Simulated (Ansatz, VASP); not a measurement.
# Cross-check of Ge3H4 (Ge wire along [100], 9 atoms a period, H-terminated) between VASP and Ansatz, part 2 of 2

Wanted: the spread between two codes on one cell, functional and k mesh. The cell is taken from a series of runs on this material, whose earlier steps may have relaxed, scaled, displaced or heated it; both programs get it as it stands.

VASP 6.6.1 and Ansatz 0.2.0.

So far: Starting point; VASP: single point, HSE06.

### Step 3. Ansatz: single point, HSE06

Level of this step: Ansatz beside VASP: Kohn-Sham DFT, plane waves, HSE06 (Ansatz).

Ansatz runs on its PAW soft_1 files.

The same cell, functional, mesh and smearing now go to Ansatz, which takes its cutoff from its data sets.

input.yaml reads:

```yaml
crystal:
  lattice:
    - [14.361, 0.0, 0.0]
    - [0.0, 14.361, 0.0]
    - [0.0, 0.0, 5.7445455734]
  atoms:
    - { symbol: Ge, position: [0.401935381, 0.401935381, 0.996996782] }
    - { symbol: Ge, position: [0.598087795, 0.598087795, 0.996996782] }
    - { symbol: H, position: [0.339483526, 0.339483526, 0.15346611] }
    - { symbol: H, position: [0.660539651, 0.660539651, 0.15346611] }
    - { symbol: Ge, position: [0.500011588, 0.500011588, 0.25] }
    - { symbol: H, position: [0.339483526, 0.660539651, 0.34653389] }
    - { symbol: H, position: [0.660539651, 0.339483526, 0.34653389] }
    - { symbol: Ge, position: [0.401935381, 0.598087795, 0.503003218] }
    - { symbol: Ge, position: [0.598087795, 0.401935381, 0.503003218] }
    - { symbol: H, position: [0.239736751, 0.438318622, 0.596747094] }
    - { symbol: H, position: [0.438318622, 0.239736751, 0.596747094] }
    - { symbol: H, position: [0.561704555, 0.760286426, 0.596747094] }
    - { symbol: H, position: [0.760286426, 0.561704555, 0.596747094] }
    - { symbol: Ge, position: [0.303335202, 0.500011588, 0.75] }
    - { symbol: Ge, position: [0.500011588, 0.303335202, 0.75] }
    - { symbol: Ge, position: [0.500011588, 0.696687974, 0.75] }
    - { symbol: Ge, position: [0.696687974, 0.500011588, 0.75] }
    - { symbol: H, position: [0.239736751, 0.561704555, 0.903252906] }
    - { symbol: H, position: [0.438318622, 0.760286426, 0.903252906] }
    - { symbol: H, position: [0.561704555, 0.239736751, 0.903252906] }
    - { symbol: H, position: [0.760286426, 0.438318622, 0.903252906] }
kpoints:
  mp_grid: { grid: [1, 1, 6] }
scf:
  occupations: { method: fermi_dirac, width: 0.05 }
hamiltonian:
  xc: hse06
  pseudopotentials: { kind: paw, azcp: { folder: soft_1 } }
```

Started as:

```console
$ ansatz run input.yaml --threads 4 --pin off --max-ram 16384MiB --backend cpu --events-out ev --progress --plain --runs-dir out
```

Numbers of over 12 decimals in the logs are rounded to 6 here.

Output:

```text
Engine: ansatz 0.2.0, aarch64-unknown-linux-gnu
Pseudopotentials: kind: paw
Pseudopotential: Ge, paw, valence charge 14, recommended cutoff 420 eV (normal), soft_1/Ge.paw.azcp
Pseudopotential: H, paw, valence charge 1, recommended cutoff 420 eV (normal), soft_1/H.paw.azcp
Functional definition: HSE06
  parameter a = 0.25
  parameter omega = 0.11/bohr
  exchange = pbe_x - a*pbe_x_sr(omega) + a*exact_x_sr(omega)
  correlation = pbe_c
exact exchange is computed by density-matrix convolution in blocks of its matrices' elements, and the band table is solved from pair densities, because memory is short: all the matrices together need a memory limit of at least 18.09 GiB (a later check in the same run can ask for more); the limit here is 14.40 GiB. Converged results can differ within the SCF's convergence thresholds (on PAW files also the tolerances of a grid that the files size), and by more for orbitals that break the crystal symmetry, other than real ones at the zone centre alone (scf.exx.build). A real-time propagation's can differ in their last digits. [rest of the remark cut]
Crystal: 21 atoms, lattice volume = 1184.745 Å³
Basis set: ecut = 420 eV, 23127 PW (Γ)
Bands: 90, of which v1, the nominal top of the filled ones, is band 69 counted from 1 (68 counted from 0)
Symmetry: 8 space group operations
Space group: P-42m (ITA 111), of the structure as read, at distance tolerance 1.1e-4 Å
k-points: 4 of 6
Non-local potential: Ge, projectors of the file, l = 0: 2, l = 1: 2, l = 2: 3, l = 3: 1
Non-local potential: H, projectors of the file, l = 0: 2, l = 1: 1
PAW form: soft (Blöchl's): semilocal exchange-correlation on the pseudo side does not see the compensation charge
PAW frozen core: Ge, regenerated for the run's functional, and the local potential with it (the file was generated under x = pbe(κ = 0.804, μ = 0.219515), c = pbe(β = 0.066725))
PAW one-centre angular grid: Ge, 590 points (default); XC on 64 Gauss nodes
PAW one-centre angular grid: H, 110 points (default); XC on 64 Gauss nodes
Initial density: superposition of atomic densities (neutral atoms: chi_scale 0, normalization atom)
Initial wavefunctions: pseudopotential atomic-orbital guess
Functional: x = pbe(κ = 0.804, μ = 0.219515), c = pbe(β = 0.066725), warm-up for x = pbe(κ = 0.804, μ = 0.219515) + 0.25 (exact − pbe) at short range (hse, ω = 0.207870 Å⁻¹), c = pbe(β = 0.066725); HSE06 as pw.x's `hse` composes it (authors' and Libxc's form: `xc: wpbeh`)
iter 1 solved again at ethr=7.15e-3 eV; its pass at ethr=1.00e-1 eV (dr2=9.86e0 eV) is discarded
SCF iter   1: F=—  HF=-38845.863794 eV  |F-HF|=—  |Δ(HF+E_count)|=         —  Δρ=3.18e-2  dr2=1.00e1  ethr=7.15e-3  ⟨swp⟩=9.2  Hψ=1913  notcnv=0
preconditioner: auto → none  [insulator: Δε(μ)=3.884 eV  Ē_g=9.804 eV  σ=0.050 eV  W_gap=1.00  n_scr=134 (ndim 8)  ℏωp=7.5 eV  f_vac=0.646  D(μ)=0.00/eV (n_scr^D=0)]
SCF iter   2: F=—  HF=-38843.227871 eV  |F-HF|=—  |Δ(HF+E_count)|=    2.64e0  Δρ=1.20e-2  dr2=1.55e0  ethr=7.15e-3  ⟨swp⟩=6.5  Hψ=879  notcnv=0
SCF iter   3: F=—  HF=-38843.072740 eV  |F-HF|=—  |Δ(HF+E_count)|=   1.55e-1  Δρ=3.75e-3  dr2=8.81e-1  ethr=1.12e-3  ⟨swp⟩=7.8  Hψ=1114  notcnv=0  defer=3
iter 4 solved again at ethr=8.47e-6 eV; its pass at ethr=6.39e-4 eV (dr2=1.17e-2 eV) is discarded
SCF iter   4: F=—  HF=-38842.855237 eV  |F-HF|=—  |Δ(HF+E_count)|=   2.18e-1  Δρ=1.45e-3  dr2=1.26e-2  ethr=8.47e-6  ⟨swp⟩=3.5  Hψ=1878  notcnv=0
SCF iter   5: F=—  HF=-38842.857205 eV  |F-HF|=—  |Δ(HF+E_count)|=   1.97e-3  Δρ=4.19e-4  dr2=3.51e-3  ethr=8.47e-6  ⟨swp⟩=4.2  Hψ=844  notcnv=0
SCF iter   6: F=-38842.856259 eV  HF=-38842.856369 eV  |F-HF|=1.10e-4  |Δ(HF+E_count)|=   8.36e-4  Δρ=9.77e-5  dr2=1.73e-4  ethr=2.54e-6  ⟨swp⟩=3.2  Hψ=737  notcnv=0
SCF 1 stopped early in 6 iterations: F = -38842.856259 eV  dr2 = 1.73e-4
  greatest PAW one-centre occupation: 0.998 electrons in one spin orbital (limit 2), on the Ge atom at site 13 (counted from 0), in its partial waves of l = 2
Initial density: handed on by an earlier stage of this run
Initial wavefunctions: those handed on with the density
Functional: x = pbe(κ = 0.804, μ = 0.219515) + 0.25 (exact − pbe) at short range (hse, ω = 0.207870 Å⁻¹), c = pbe(β = 0.066725); HSE06 as pw.x's `hse` composes it (authors' and Libxc's form: `xc: wpbeh`)
Exchange kernel: α = 0.2500, screened, ω = 0.2079 Å⁻¹, Wigner–Seitz truncation, v(0) = 1029.7681 eV·Å³, q-mesh 1×1×6, nearest image of the exchange supercell L = 14.36 Å, pair-density grid 96×96×40, without the augmentation charges, whose exchange is taken in its separable form by FFT convolution over the k-point mesh (the finest that the files' search goes to), smooth part of the exact exchange by density-matrix convolution
Frozen-core exchange: fock
SCF iter   1: F=—  HF=-38851.354710 eV  |F-HF|=—  |Δ(HF+E_count)|=         —  Δρ=3.94e-3  dr2=6.50e-2  ethr=1.25e-6  ⟨swp⟩=17.5  Hψ=2238  notcnv=0
preconditioner: auto → none  [insulator: Δε(μ)=4.646 eV  Ē_g=10.466 eV  σ=0.050 eV  W_gap=1.00  n_scr=134 (ndim 8)  ℏωp=7.5 eV  f_vac=0.689  D(μ)=0.00/eV (n_scr^D=0)]
SCF iter   2: F=—  HF=-38851.274091 eV  |F-HF|=—  |Δ(HF+E_count)|=   8.06e-2  Δρ=8.94e-4  dr2=1.05e-2  ethr=1.25e-6  ⟨swp⟩=4.0  Hψ=1271  notcnv=0
SCF iter   3: F=—  HF=-38851.274018 eV  |F-HF|=—  |Δ(HF+E_count)|=   7.27e-5  Δρ=2.33e-4  dr2=3.47e-3  ethr=1.25e-6  ⟨swp⟩=4.0  Hψ=750  notcnv=0
SCF iter   4: F=—  HF=-38851.316088 eV  |F-HF|=—  |Δ(HF+E_count)|=   4.21e-2  Δρ=4.23e-4  dr2=7.98e-4  ethr=3.76e-7  ⟨swp⟩=5.2  Hψ=1288  notcnv=0
SCF iter   5: F=—  HF=-38851.315610 eV  |F-HF|=—  |Δ(HF+E_count)|=   4.78e-4  Δρ=3.05e-5  dr2=5.69e-5  ethr=3.76e-7  ⟨swp⟩=3.0  Hψ=909  notcnv=0
SCF iter   6: F=-38851.316093 eV  HF=-38851.316107 eV  |F-HF|=1.42e-5  |Δ(HF+E_count)|=   4.98e-4  Δρ=4.77e-5  dr2=1.71e-5  ethr=5.48e-9  ⟨swp⟩=7.0  Hψ=1463  notcnv=0  defer=2
SCF 2 stopped early in 6 iterations: F = -38851.316093 eV  dr2 = 1.71e-5
  greatest PAW one-centre occupation: 0.998 electrons in one spin orbital (limit 2), on the Ge atom at site 15 (counted from 0), in its partial waves of l = 2
hybrid outer 1: dexx = +4.744e-2 eV, tail = 2.88e-4 eV
Exchange kernel: α = 0.2500, screened, ω = 0.2079 Å⁻¹, Wigner–Seitz truncation, v(0) = 1029.7681 eV·Å³, q-mesh 1×1×6, nearest image of the exchange supercell L = 14.36 Å, pair-density grid 96×96×40, without the augmentation charges, whose exchange is taken in its separable form by FFT convolution over the k-point mesh (the finest that the files' search goes to), smooth part of the exact exchange by density-matrix convolution
Frozen-core exchange: fock
SCF iter   1: F=—  HF=-38851.317100 eV  |F-HF|=—  |Δ(HF+E_count)|=         —  Δρ=3.00e-5  dr2=4.98e-6  ethr=1.04e-6  ⟨swp⟩=11.0  Hψ=841  notcnv=0
preconditioner: auto → none  [insulator: Δε(μ)=4.694 eV  Ē_g=10.472 eV  σ=0.050 eV  W_gap=1.00  n_scr=134 (ndim 8)  ℏωp=7.5 eV  f_vac=0.691  D(μ)=0.00/eV (n_scr^D=0)]
iter 2 solved again at ethr=3.25e-10 eV; its pass at ethr=3.45e-9 eV (dr2=4.49e-7 eV) is discarded
SCF iter   2: F=—  HF=-38851.317102 eV  |F-HF|=—  |Δ(HF+E_count)|=   1.62e-6  Δρ=7.25e-6  dr2=6.72e-7  ethr=3.25e-10  ⟨swp⟩=3.5  Hψ=1817  notcnv=0  defer=18
SCF iter   3: F=—  HF=-38851.317102 eV  |F-HF|=—  |Δ(HF+E_count)|=   1.11e-7  Δρ=1.82e-6  dr2=3.13e-7  ethr=3.25e-10  ⟨swp⟩=4.2  Hψ=797  notcnv=0  defer=2
SCF iter   4: F=-38851.317104 eV  HF=-38851.317104 eV  |F-HF|=8.35e-8  |Δ(HF+E_count)|=   2.35e-6  Δρ=2.32e-6  dr2=9.07e-8  ethr=1.62e-11  ⟨swp⟩=7.8  Hψ=1522  notcnv=0  defer=9
SCF 3 converged in 4 iterations: F = -38851.317104 eV  dr2 = 9.07e-8
  greatest PAW one-centre occupation: 0.998 electrons in one spin orbital (limit 2), on the Ge atom at site 16 (counted from 0), in its partial waves of l = 2
hybrid outer 2: dexx = +2.752e-6 eV, tail = 3.63e-7 eV, Δε = 6.95e-3 eV (about 4.02e-4 eV left of the loop's levels)
hybrid SCF converged: 2 outer / 10 inner (+6 warm-up), last move |dexx| = 2.75e-6 eV, tail = 3.63e-7 eV
Stability not checked: this state was not tested for a lower state beside it, because the functional holds exact exchange (a hybrid, or Hartree-Fock), whose exchange loop this test does not read (fock_operator; see scf.lower_state_search)
Free energy (F): -38851.317104 eV
Frozen-core exchange: fock
Harris-Foulkes:  -38851.317104 eV  (|F-HF|=8.35e-8)
Internal energy: -38851.317104 eV  (E = F + TS)
E sigma→0 (E₀):  -38851.317104 eV
Fermi energy:    -1.880995 eV
--- Per-component energies (eV) ---
  E_band       = -3086.227782
  E_kinetic    = 977.515621
  E_local      = -64277.641858  (includes V_loc(G=0)·N_el)
  E_nonlocal   = 1970.170637
  E_hartree    = 30990.678391
  E_xc         = -599.585939
  E_vxc        = -572.350239  (∫ρ·V_xc dr)
  E_exx        = -511.874205  (= α·E_x^exact, valence–valence)
  E_paw        = -17773.533672  (= ΣΔE_a)
  E_vpaw       = -2141.522098  (= ΣTr[D̂ρ^β])
  E_aug_tail   = -0.010922  (compensation charges beyond the density's cutoff)
  E_ewald      = 10376.253150
  E_core_change = -3.288307  (= ΣΔE_core)
  E_smearing   = -0.000000  (= −TS)
  E_closure    = -0.000000  (closes the sum)
  Σ components = -38851.317104   (vs F -38851.317104, Δ=7.28e-12)
--- Band table (eV) ---
  k-point 0: bands = [... 65 lower, -4.6182, -4.3182, -4.3182, -4.2752, 0.6140, 0.6469]
  k-point 1: bands = [... 65 lower, -4.6974, -4.3332, -4.3332, -4.2872, 0.7209, 0.7209]
  k-point 2: bands = [... 65 lower, -4.8416, -4.3636, -4.3296, -4.3296, 0.5924, 0.7339]
  k-point 3: bands = [... 65 lower, -4.9113, -4.4674, -4.3151, -4.3151, 0.4193, 0.8636]
  guard bands above this table: 19 of the run's 90 bands. The solve was not asked for them (output.publish_guard_bands: true or output.eigenvalues: true publishes all)
```

The column dr2 measures how far the density is from self-consistency, as an energy; F and HF (Harris–Foulkes) agree once it is small.

### Step 4. Side by side

Known differences besides the potentials themselves: exact exchange at q = 0 is treated differently, which shows on coarse meshes; VASP keeps PBE cores, Ansatz makes them for the functional; the cutoff is 420 eV in Ansatz and 410 eV in VASP (PREC = Accurate, projectors in real space); VASP takes a coarser grid for exact exchange (PRECFOCK = Fast). Total energies have different zeros and are not compared.

Compared:

```
              quantity  Ansatz   VASP  difference
gap on the k mesh (eV)   4.695  4.701      -0.006
```

A gap on the mesh is an upper bound, since the band edges may lie between its points.

### Step 5. Results

```json
{
  "difference in gap on the k mesh (single point, HSE06)": "-0.0064 eV"
}
```

In words: The difference in gap on the k mesh is -0.0064 eV (single point, HSE06), within the 0.08 eV picked in this series as the mark of a large difference. Such differences can come from data sets, numerical settings and the points named under the comparisons, not from the functional's error against experiment.

[Lines on the potential files, build, host, timing and source positions are cut from VASP's logs without a mark.]

[Logs are printed without paths, hosts, clocks, repeated set-up lines and the standing remarks that a program may print on its own settings, such as how far it seeks lower states.]

[Hosts, paths, dates, database ids (printed as entryN), source tags and the programs' standing remarks are cut or masked in the printed files.]
